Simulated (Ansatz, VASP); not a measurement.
# Sc in two plane-wave programs

One calculation is typed for both programs; each brings its own data sets. How far apart do they land? The cell is taken from a series of runs on this material, whose earlier steps may have relaxed, scaled, displaced or heated it; both programs get it as it stands.

Calculated with Ansatz 0.2.0; plane waves, with VASP 6.6.1 beside it; zone-centre phonons at PBEsol.

## Step 1: Set-up

Symmetry: P6_3/mmc, No. 194, hexagonal system. The conventional cell has a = 3.376 Å, b = 3.376 Å, c = 5.001 Å, α = 90.00°, β = 90.00°, γ = 120.00°. Sc has 12 Sc at 3.17 to 3.38 Å nearest.

## Step 2: Ansatz: zone-centre phonons, PBEsol, pair 1

Ansatz runs on its PAW soft_1 files.

Second derivatives magnify differences that forces hide, and they need a tight electronic threshold.

input.yaml reads:

```yaml
crystal:
  lattice:
    - [3.3760103774, 0.0, 0.0]
    - [-1.6880051887, 2.9237107503, 0.0]
    - [0.0, 0.0, 5.0011497237]
  atoms:
    - { symbol: Sc, position: [0.3333333333, 0.6666666667, 0.25] }
    - { symbol: Sc, position: [0.6666666667, 0.3333333333, 0.75] }
kpoints:
  mp_grid: { grid: [15, 15, 8] }
hamiltonian:
  xc: pbesol
  pseudopotentials: { kind: paw, azcp: { folder: soft_1 }, xc_functional: pbe }
scf:
  occupations: { method: methfessel_paxton, width: 0.2 }
output:
  eigenvalues: true
phonons:
  method: dfpt
```

Launch:

```console
$ ansatz run input.yaml --threads 4 --pin off --max-ram 10240MiB --backend cpu --events-out ev --progress --plain --runs-dir out
```

Numbers of over 12 decimals in the logs are rounded to 6 here.

What it wrote:

```text
zone centre: on kpoints.mp_grid the ground state, and the responses unless they are solved on pairs of k-points, stand on 320 of the mesh's 1800 k-points, reduced under 4 symmetry operations, with k and −k counted as one. Each operation leaves every solved displacement unchanged or reverses it
Engine: ansatz 0.2.0, x86_64-unknown-linux-gnu
Pseudopotentials: kind: paw
Pseudopotential: Sc, paw, valence charge 11, recommended cutoff 420 eV (normal), soft_1/Sc.paw.azcp
Functional definition: PBEsol
  exchange = pbesol_x
  correlation = pbesol_c
Crystal: 2 atoms, lattice volume = 49.364 Å³
Basis set: ecut = 420 eV, 953 PW (Γ), exchange–correlation on 48×48×72 points (8 copies of the dense FFT grid, shifted against one another)
Bands: 15, of which v1, the nominal top of the filled ones, is band 11 counted from 1 (10 counted from 0)
Symmetry: 24 space group operations
k-points: 320 of 1800 (irreducible under 4 space group operations, time reversal used)
Non-local potential: Sc, projectors of the file, l = 0: 3, l = 1: 2, l = 2: 3, l = 3: 1
PAW form: soft (Blöchl's): semilocal exchange-correlation on the pseudo side does not see the compensation charge
PAW frozen core: Sc, regenerated for the run's functional, and the local potential with it (the file was generated under x = pbe(κ = 0.804, μ = 0.219515), c = pbe(β = 0.066725))
PAW one-centre angular grid: Sc, 590 points (default); XC on 64 Gauss nodes
Initial density: superposition of atomic densities (chi_scale 0.1, normalization cell)
Initial wavefunctions: pseudopotential atomic-orbital guess
Functional: x = pbesol(κ = 0.804, μ = 0.123457), c = pbesol(β = 0.046)
SCF iter   1: F=—  HF=-4222.858412 eV  |F-HF|=—  |Δ(HF+E_count)|=         —  Δρ=2.56e-2  dr2=4.22e-1  ethr=3.10e-3  ⟨swp⟩=3.1  Hψ=17478  notcnv=0
preconditioner: auto → none  [metal: Δε(μ)=0.010 eV  Ē_g=2.694 eV  σ=0.200 eV  W_gap=0.04  n_scr=8 (ndim 8)  ℏωp=12.9 eV  f_vac=0.000  D(μ)=4.00/eV (n_scr^D=42)  sad-step TF]
SCF iter   2: F=—  HF=-4222.758165 eV  |F-HF|=—  |Δ(HF+E_count)|=   1.00e-1  S|Δr|=    0.00e0  Δρ=1.45e-2  dr2=1.47e-1  ethr=1.92e-3  ⟨swp⟩=2.0  Hψ=8385  notcnv=0  defer=2
SCF iter   3: F=—  HF=-4222.710205 eV  |F-HF|=—  |Δ(HF+E_count)|=   4.80e-2  S|Δr|=    0.00e0  Δρ=1.08e-3  dr2=3.37e-4  ethr=6.70e-4  ⟨swp⟩=3.0  Hψ=9057  notcnv=0  defer=2
SCF iter   4: F=—  HF=-4222.710527 eV  |F-HF|=—  |Δ(HF+E_count)|=   3.22e-4  S|Δr|=    0.00e0  Δρ=7.39e-5  dr2=1.28e-6  ethr=1.53e-6  ⟨swp⟩=2.5  Hψ=8384  notcnv=0  defer=2
SCF iter   5: F=—  HF=-4222.710534 eV  |F-HF|=—  |Δ(HF+E_count)|=   7.34e-6  S|Δr|=    0.00e0  Δρ=1.89e-5  dr2=1.66e-7  ethr=5.83e-9  ⟨swp⟩=2.8  Hψ=8786  notcnv=0  defer=2
SCF iter   6: F=—  HF=-4222.710534 eV  |F-HF|=—  |Δ(HF+E_count)|=   5.94e-8  S|Δr|=    0.00e0  Δρ=1.11e-6  dr2=3.54e-10  ethr=7.56e-10  ⟨swp⟩=2.5  Hψ=8359  notcnv=0  defer=2
SCF iter   7: F=—  HF=-4222.710534 eV  |F-HF|=—  |Δ(HF+E_count)|=  1.95e-10  S|Δr|=    0.00e0  Δρ=3.84e-7  dr2=7.42e-11  ethr=1.00e-12  ⟨swp⟩=5.0  Hψ=18336  notcnv=0
SCF iter   8: F=-4222.710534 eV  HF=-4222.710534 eV  |F-HF|=9.09e-13  |Δ(HF+E_count)|=  2.09e-11  S|Δr|=    0.00e0  Δρ=1.33e-8  dr2=5.06e-14  ethr=1.00e-12  ⟨swp⟩=3.1  Hψ=18887  notcnv=0
SCF 1 converged in 8 iterations: F = -4222.710534 eV  dr2 = 5.06e-14
  greatest PAW one-centre occupation: 0.998 electrons in one spin orbital (limit 2), on the Sc atom at site 1 (counted from 0), in its partial waves of l = 0
DFPT response loops at Γ: preconditioner auto → Kerker (q_TF=auto, 2.384 Å⁻¹) (partly filled bands, converged f_vac=0.000); β = 1.00, the filter's whole step (`scf.mixing.beta` (0.50) is not read by the response loops under this deck's `scf.mixing.preconditioner`; to damp them name `kerker` or `kerker_dos`, under which they read `scf.mixing.beta`, and type it under 1.00, their step now; both keys bind the ground state too); Broyden in place of MSR1
SCF converged after 8 iterations
Stability not checked: this state was not tested for a lower state beside it, because cold or Methfessel-Paxton smearing, or corrected tetrahedra, fill the levels in a way that the test cannot read (fill_not_monotonic; see scf.lower_state_search)
Free energy (F): -4222.710534 eV
Harris-Foulkes:  -4222.710534 eV  (|F-HF|=9.09e-13)
Internal energy: -4222.705809 eV  (E = F + TS)
E sigma→0 (E₀):  -4222.709353 eV
Entropy (-TS):   -0.004725 eV (-2.362 meV/atom)
Fermi energy:    8.983902 eV
--- Per-component energies (eV) ---
  E_band       = -341.053689
  E_kinetic    = 411.909030
  E_local      = -1701.020878  (includes V_loc(G=0)·N_el)
  E_nonlocal   = 288.671342
  E_hartree    = 606.532465
  E_xc         = -168.488899
  E_vxc        = -207.917207  (∫ρ·V_xc dr)
  E_paw        = -1934.327790  (= ΣΔE_a)
  E_vpaw       = -345.760988  (= ΣTr[D̂ρ^β])
  E_aug_tail   = 0.000081  (compensation charges beyond the density's cutoff)
  E_ewald      = -1726.239210
  E_core_change = 0.258050  (= ΣΔE_core)
  E_smearing   = -0.004725  (= −TS)
  E_closure    = -0.000000  (closes the sum)
  Σ components = -4222.710534   (vs F -4222.710534, Δ=0.00e0)
--- Band table (eV; the first three rows and the last of 320) ---
  k-point 0: bands = [... 7 lower, -18.6703, 3.8810, 7.4331, 9.9963, 10.5256, 10.5256, 11.0501, 11.0501]
  k-point 1: bands = [... 7 lower, -18.6895, 3.9948, 7.3106, 9.8951, 10.4334, 10.4334, 10.9604, 10.9604]
  k-point 2: bands = [... 7 lower, -18.7380, 4.3280, 6.9071, 9.7861, 10.3201, 10.3201, 10.7541, 10.7541]
  k-point 319: bands = [... 7 lower, -18.7550, 7.6211, 7.6211, 9.1336, 9.1336, 9.7689, 9.7689, 11.2015]
--- Phonons (Γ-DFPT): 2 representative perturbations + reference, on 320 of 1800 k-points (Σ response iterations 6) ---
  k mesh reduced under 4 symmetry operations, with k and −k counted as one. Each operation leaves every solved displacement unchanged or reverses it
  ASR residual: 1.305e-5 → 0.000e0 eV/Å²; symmetrization residual: 3.328e-13 eV/Å²
  ASR residual per site (eV/Å²): 1.30e-5 1.30e-5
  Γ frequencies (cm⁻¹): 0.00 0.00 0.00 140.92 140.92 242.44
  non-analytic LO–TO correction: not included (Born effective charges unavailable; polar crystals: no LO–TO splitting at Γ)
```

In the SCF lines HF is the Harris–Foulkes energy and dr2 the Hartree energy of the density residual, in eV; the loop may stop once dr2 is under the threshold and the program's other checks hold. Hψ counts applications of the Hamiltonian.

## Step 3: VASP: zone-centre phonons, PBEsol, pair 1

The same cell, functional, mesh and smearing now go to VASP, with its own data sets.

Lines of VASP's logs that name or quote its potential files are left out, and so is its time.

INCAR reads:

```
SYSTEM = Sc
PREC = Accurate
ENCUT = 500
EDIFF = 1E-08
NELM = 120
ISMEAR = 1
SIGMA = 0.2
LREAL = .FALSE.
ALGO = Normal
GGA = PS
NBANDS = 17
LASPH = .TRUE.
LORBIT = 11
LWAVE = .FALSE.
LCHARG = .FALSE.
ISIF = 2
IBRION = 8
GGA_COMPAT = .FALSE.
KPAR = 2
```

POSCAR reads:

```
Sc
1.0
    3.3760103774      0.0000000000      0.0000000000
   -1.6880051887      2.9237107503      0.0000000000
    0.0000000000      0.0000000000      5.0011497237
Sc
2
Direct
    0.3333333333      0.6666666667      0.2500000000
    0.6666666667      0.3333333333      0.7500000000
```

KPOINTS reads:

```
Automatic mesh
0
Gamma
15 15 8
0 0 0
```

The projector-augmented-wave data sets are Sc_sv (PBE family, release 64).

Launch:

```console
$ mpirun -np 2 vasp_std
```

What it wrote:

```text
[banner, memory and clock lines left out]
running    2 mpi-ranks, on    1 nodes
 distrk:  each k-point on    1 cores,    2 groups
 distr:  one band on    1 cores,    1 groups

 POSCAR found type information on POSCAR Sc
 POSCAR found :  1 types and       2 ions
|                                                                             |
|               ----> ADVICE to this user running VASP <----                  |
|                                                                             |
|     You enforced a specific xc type in the INCAR file but a different       |
|     [... a line on the potential file left out ...]
|     I HOPE YOU KNOW WHAT YOU ARE DOING!                                     |
|                                                                             |

 LDA part: xc-table for (Slater+PW92), standard interpolation
 POSCAR, INCAR and KPOINTS ok, starting setup
 FFT: planning ... GRIDC
 FFT: planning ... GRID_SOFT
 FFT: planning ... GRID
 WAVECAR not read
 entering main loop
       N       E                     dE             d eps       ncg     rms          rms(c)
DAV:   1     0.358851585891E+03    0.35885E+03   -0.10871E+04  4590   0.133E+03
DAV:   2     0.573948284934E+01   -0.35311E+03   -0.34661E+03  5798   0.571E+02
DAV:   3    -0.144098096281E+02   -0.20149E+02   -0.19349E+02  7632   0.162E+02
DAV:   4    -0.147313859084E+02   -0.32158E+00   -0.32040E+00  6563   0.195E+01
DAV:   5    -0.147365787881E+02   -0.51929E-02   -0.51911E-02  7859   0.248E+00    0.795E+00
DAV:   6    -0.133677782727E+02    0.13688E+01   -0.31594E+00  5981   0.204E+01    0.233E+00
DAV:   7    -0.131931457896E+02    0.17463E+00   -0.77999E-01  6134   0.921E+00    0.870E-01
DAV:   8    -0.131815429262E+02    0.11603E-01   -0.33938E-02  6496   0.247E+00    0.266E-01
DAV:   9    -0.131797623856E+02    0.17805E-02   -0.96856E-03  6479   0.106E+00    0.207E-02
DAV:  10    -0.131797817268E+02   -0.19341E-04   -0.11278E-04  7349   0.150E-01    0.777E-03
DAV:  11    -0.131797796433E+02    0.20834E-05   -0.30512E-06  7218   0.208E-02    0.212E-03
DAV:  12    -0.131797808647E+02   -0.12214E-05   -0.52503E-07  8072   0.809E-03    0.981E-04
DAV:  13    -0.131797806126E+02    0.25219E-06   -0.27814E-08  4967   0.154E-03    0.874E-05
DAV:  14    -0.131797806055E+02    0.70991E-08   -0.17976E-09  3920   0.999E-04
   1 F= -.13179781E+02 E0= -.13178223E+02  d E =-.467218E-02
 Linear response reoptimize wavefunctions to high precision
DAV:   1    -0.131797806206E+02   -0.15130E-07   -0.66621E-10  3965   0.470E-04
DAV:   2    -0.131797806206E+02   -0.36380E-10   -0.31056E-10  3627   0.427E-04
 Linear response DOF=           2
 Linear response progress:
  Degree of freedom:   1/  2
       N       E                     dE             d eps       ncg     rms          rms(c)
RMM:   1    -0.748795016550E+00   -0.74880E+00   -0.65979E+01 19331   0.216E+02
RMM:   2    -0.745366791444E+00    0.34282E-02   -0.13626E-01 27796   0.445E+00    0.117E-01
RMM:   3    -0.744774059107E+00    0.59273E-03   -0.14175E-02 32840   0.107E+00    0.389E-02
RMM:   4    -0.743955720085E+00    0.81834E-03   -0.15115E-03 37545   0.281E-01    0.197E-02
RMM:   5    -0.743706187431E+00    0.24953E-03   -0.16201E-04 40623   0.936E-02    0.837E-03
RMM:   6    -0.743734843685E+00   -0.28656E-04   -0.15932E-05 36391   0.343E-02    0.543E-03
RMM:   7    -0.743829909801E+00   -0.95066E-04   -0.81352E-06 37995   0.255E-02    0.196E-03
RMM:   8    -0.743915696020E+00   -0.85786E-04   -0.34842E-06 40185   0.127E-02    0.442E-04
RMM:   9    -0.743903241901E+00    0.12454E-04   -0.24802E-06 39415   0.822E-03    0.109E-04
RMM:  10    -0.743903750436E+00   -0.50853E-06   -0.26916E-06 39896   0.695E-03    0.770E-05
RMM:  11    -0.743906907217E+00   -0.31568E-05   -0.20912E-06 39423   0.661E-03    0.136E-05
RMM:  12    -0.743907046179E+00   -0.13896E-06   -0.20301E-06 40387   0.647E-03    0.110E-05
RMM:  13    -0.743907184187E+00   -0.13801E-06   -0.14823E-06 40658   0.642E-03    0.578E-06
RMM:  14    -0.743907110294E+00    0.73894E-07   -0.12622E-06 41919   0.638E-03    0.231E-06
[...]
RMM:  18    -0.743907224662E+00   -0.12909E-07   -0.69585E-07 44564   0.636E-03    0.395E-07
RMM:  19    -0.743907228955E+00   -0.42927E-08   -0.64257E-07 45189   0.636E-03    0.249E-07
RMM:  20    -0.743907225631E+00    0.33240E-08   -0.61584E-07 45305   0.636E-03    0.947E-07
RMM:  21    -0.743907226703E+00   -0.10719E-08   -0.59327E-07 45846   0.636E-03    0.109E-06
RMM:  22    -0.743907223786E+00    0.29169E-08   -0.56951E-07 46362   0.636E-03    0.195E-06
RMM:  23    -0.743907223366E+00    0.42017E-09   -0.55677E-07 46763   0.637E-03    0.205E-06
RMM:  24    -0.743907223572E+00   -0.20675E-09   -0.54410E-07 47032   0.637E-03    0.215E-06
RMM:  25    -0.743907225588E+00   -0.20152E-08   -0.54162E-07 47650   0.637E-03    0.186E-06
 first order change of Fermi-energy   0.12603E-04
 force on displaced ion       1 direction 1 :  -1.674  -0.000   0.000
 Linear response progress:
  Degree of freedom:   2/  2
       N       E                     dE             d eps       ncg     rms          rms(c)
RMM:   1    -0.803363185318E+00   -0.80336E+00   -0.66333E+01  6618   0.218E+02
RMM:   2    -0.801481914085E+00    0.18813E-02   -0.14717E-01  9606   0.449E+00    0.133E-01
RMM:   3    -0.801567285806E+00   -0.85372E-04   -0.12039E-02 11249   0.101E+00    0.482E-02
RMM:   4    -0.800530308340E+00    0.10370E-02   -0.16364E-03 12123   0.297E-01    0.157E-02
RMM:   5    -0.800362628155E+00    0.16768E-03   -0.18422E-04 14361   0.836E-02    0.990E-03
RMM:   6    -0.800346878432E+00    0.15750E-04   -0.23088E-05 12625   0.387E-02    0.558E-03
RMM:   7    -0.800332206348E+00    0.14672E-04   -0.86823E-06 12380   0.228E-02    0.184E-03
RMM:   8    -0.800336972176E+00   -0.47658E-05   -0.50233E-06 13543   0.132E-02    0.109E-03
RMM:   9    -0.800355687746E+00   -0.18716E-04   -0.24731E-06 13147   0.844E-03    0.236E-04
RMM:  10    -0.800360524441E+00   -0.48367E-05   -0.16991E-06 13453   0.708E-03    0.144E-04
RMM:  11    -0.800367035261E+00   -0.65108E-05   -0.13152E-06 13346   0.667E-03    0.363E-05
RMM:  12    -0.800366183163E+00    0.85210E-06   -0.13067E-06 13782   0.659E-03    0.115E-05
RMM:  13    -0.800365624041E+00    0.55912E-06   -0.11780E-06 13874   0.660E-03    0.747E-06
RMM:  14    -0.800365833131E+00   -0.20909E-06   -0.11018E-06 14309   0.659E-03    0.366E-06
RMM:  15    -0.800365900053E+00   -0.66922E-07   -0.10919E-06 14468   0.659E-03    0.240E-06
RMM:  16    -0.800365950557E+00   -0.50503E-07   -0.99141E-07 14715   0.660E-03    0.207E-06
RMM:  17    -0.800365924410E+00    0.26146E-07   -0.10296E-06 14861   0.659E-03    0.192E-06
RMM:  18    -0.800365924036E+00    0.37462E-09   -0.98396E-07 15173   0.661E-03    0.243E-06
RMM:  19    -0.800365922182E+00    0.18536E-08   -0.94607E-07 15141   0.661E-03    0.252E-06
RMM:  20    -0.800365920491E+00    0.16916E-08   -0.92579E-07 15391   0.661E-03    0.266E-06
RMM:  21    -0.800365919323E+00    0.11678E-08   -0.91904E-07 15417   0.661E-03    0.275E-06
 first order change of Fermi-energy   0.15489E-03
 force on displaced ion       1 direction 3 :  -0.000   0.000  -4.878
 Linear response finished
```

From OUTCAR (step 3):

```text
ion  position               nearest neighbor table
   1  0.333  0.667  0.250-   2 3.17   2 3.17   2 3.17   2 3.17   2 3.17   2 3.17
   2  0.667  0.333  0.750-   1 3.17   1 3.17   1 3.17   1 3.17   1 3.17   1 3.17

  LATTYP: Found a hexagonal cell.
 ALAT       =     3.3760103774
 C/A-ratio  =     1.4813786584

 Subroutine GETGRP returns: Found 24 space group operations
 (whereof 12 operations were pure point group operations)

The static configuration has the point symmetry D_3d.
 The point group associated with its full space group is D_6h.

 Found    135 irreducible k-points:

   k-points           NKPTS =    135   k-points in BZ     NKDIM =    135   number of bands    NBANDS=     17

   dimension x,y,z NGX =    28 NGY =   28 NGZ =   36
   dimension x,y,z NGXF=    56 NGYF=   56 NGZF=   72

   ENCUT  =  500.0 eV  36.75 Ry    6.06 a.u.   6.16  6.16  9.12*2*pi/ulx,y,z

   NELECT =      22.0000    total number of electrons

 k-points in reciprocal lattice and weights: Automatic mesh
   0.00000000  0.00000000  0.00000000       0.001
   0.06666667  0.00000000  0.00000000       0.003
   0.13333333  0.00000000  0.00000000       0.003
   0.20000000 -0.00000000  0.00000000       0.003
   0.26666667  0.00000000  0.00000000       0.003
   0.33333333 -0.00000000  0.00000000       0.003
   0.40000000  0.00000000  0.00000000       0.003
   0.46666667  0.00000000  0.00000000       0.003
   0.06666667  0.06666667  0.00000000       0.003
[...]
0.33333333  0.26666667  0.50000000       0.007
   0.33333333  0.33333333  0.50000000       0.001

 average (electrostatic) potential at core
       1 -47.1147       2 -47.1147

  Total       -1.0893876     -1.0893876      0.0001566      0.0000000      0.0000000      0.0000000
  in kB      -35.3577794    -35.3577794      0.0050835      0.0000000      0.0000000      0.0000000
  external PRESSURE =     -23.5701584 kB  Pullay stress =       0.0000000 kB

  energy-cutoff  :      500.00
  volume of cell :       49.36
      direct lattice vectors                 reciprocal lattice vectors
     3.376010377  0.000000000  0.000000000     0.296207620  0.171015549  0.000000000
    -1.688005189  2.923710750  0.000000000     0.000000000  0.342031099  0.000000000
     0.000000000  0.000000000  5.001149724     0.000000000  0.000000000  0.199954022

 POSITION                                       TOTAL-FORCE (eV/Angst)
 -----------------------------------------------------------------------------------
     -0.00000      1.94914      1.25029         0.000000      0.000000      0.000000
      1.68801      0.97457      3.75086        -0.000000     -0.000000      0.000000
 -----------------------------------------------------------------------------------
    total drift:                               -0.000000      0.000000     -0.000000

 Eigenvectors and eigenvalues of the dynamical matrix
 ----------------------------------------------------

   1 f  =    7.282448 THz    45.756973 2PiTHz  242.916332 cm-1    30.117773 meV
             X         Y         Z           dx          dy          dz
     -0.000000  1.949141  1.250287     0.000000    0.000000   -0.707107
      1.688005  0.974570  3.750862     0.000000    0.000000    0.707107

   2 f  =    4.266761 THz    26.808849 2PiTHz  142.323823 cm-1    17.645897 meV
             X         Y         Z           dx          dy          dz
     -0.000000  1.949141  1.250287     0.000000    0.707107    0.000000
      1.688005  0.974570  3.750862     0.000000   -0.707107    0.000000

   3 f  =    4.266761 THz    26.808849 2PiTHz  142.323823 cm-1    17.645897 meV
             X         Y         Z           dx          dy          dz
     -0.000000  1.949141  1.250287     0.707107   -0.000000   -0.000000
      1.688005  0.974570  3.750862    -0.707107   -0.000000    0.000000

   4 f  =    0.000000 THz     0.000000 2PiTHz    0.000002 cm-1     0.000000 meV
             X         Y         Z           dx          dy          dz
     -0.000000  1.949141  1.250287     0.653281    0.270598    0.000000
      1.688005  0.974570  3.750862     0.653281    0.270598    0.000000

   5 f/i=    0.000000 THz     0.000000 2PiTHz    0.000001 cm-1     0.000000 meV
             X         Y         Z           dx          dy          dz
     -0.000000  1.949141  1.250287    -0.270598    0.653281    0.000000
      1.688005  0.974570  3.750862    -0.270598    0.653281    0.000000

   6 f/i=    0.000000 THz     0.000000 2PiTHz    0.000001 cm-1     0.000000 meV
             X         Y         Z           dx          dy          dz
     -0.000000  1.949141  1.250287     0.000000   -0.000000    0.707107
      1.688005  0.974570  3.750862     0.000000    0.000000    0.707107

 ELASTIC MODULI CONTR FROM IONIC RELAXATION (kBar)
 Direction    XX          YY          ZZ          XY          YZ          ZX
 --------------------------------------------------------------------------------
 XX         -84.3349     84.3349      0.0000     -0.0000      0.0000      0.0000
 YY          84.3349    -84.3349     -0.0000      0.0000     -0.0000      0.0000
 ZZ           0.0000     -0.0000     -0.0000      0.0000     -0.0000      0.0000
 XY          -0.0000      0.0000      0.0000    -84.3349     -0.0000      0.0000
 YZ           0.0000     -0.0000     -0.0000     -0.0000     -0.0000      0.0000
 ZX           0.0000      0.0000      0.0000      0.0000      0.0000      0.0000
 --------------------------------------------------------------------------------
```

## Step 4: Side by side

Known differences besides the potentials themselves: the cutoff is 420 eV in Ansatz and 500 eV in VASP; Ansatz makes its cores anew for this functional, VASP keeps those of its PBE data sets. Total energies have different zeros and are not compared.

Compared:

```
                  quantity  Ansatz   VASP  difference
optical mode 1 to 2 (cm⁻¹)   140.9  142.3     -0.99 %
     optical mode 3 (cm⁻¹)   242.4  242.9     -0.20 %
```

Modes are paired by rising frequency, not by their patterns, so a pair may set unlike modes beside each other; they are those without the splitting of longitudinal modes.

[end of part 1 of 2]

[Lines on the potential files, build, host, timing and source positions are cut from VASP's logs without a mark.]

[Logs are printed without paths, hosts, clocks, repeated set-up lines and the standing remarks that a program may print on its own settings, such as how far it seeks lower states.]

[Hosts, paths, dates, database ids (printed as entryN), source tags and the programs' standing remarks are cut or masked in the printed files.]
